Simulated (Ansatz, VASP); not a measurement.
**One calculation of Cs2RhC, two programs**

```
Cs Rh C
1.0
     6.12207    0.00000    0.00000
    -3.06103    5.30187    0.00000
     0.00000    0.00000    3.84005
Cs Rh C
2 1 1
Direct
  0.33333 0.66667 0.00000
  0.66667 0.33333 0.00000
  0.00000 0.00000 0.50000
  0.00000 0.00000 0.00000
```

Alike in both runs: functional PBE; k mesh 12 × 12 × 12; occupations gaussian, width 0.1 eV; no spin polarisation.

Ansatz relaxed the structure, and its values are those at the end. VASP's run is a single point on that final structure, the one shown.

|  | VASP | Ansatz |
| --- | --- | --- |
| version | VASP 6.6.1 | Ansatz 0.2.0 |
| potentials or method | VASP PAW PBE potentials, release 64 (Cs_sv, Rh_pv, C) | scalar-relativistic, plane waves, PAW |
| plane-wave cutoff (eV) | 520 | 420 |
| valence electrons in the cell | 37 | 39 |

|  | VASP | Ansatz | Ansatz less VASP |
| --- | --- | --- | --- |
| gap on the k mesh at the Fermi level (eV) | none | none | - |
| pressure (GPa) | 0.1 | 0.0 | -0.07 |

A gap of «none» marks a metal or a gap that the smearing closes. The two sets of potentials don't hold the same shells in valence.

Spin-orbit coupling is left out, which matters for the levels of Cs.
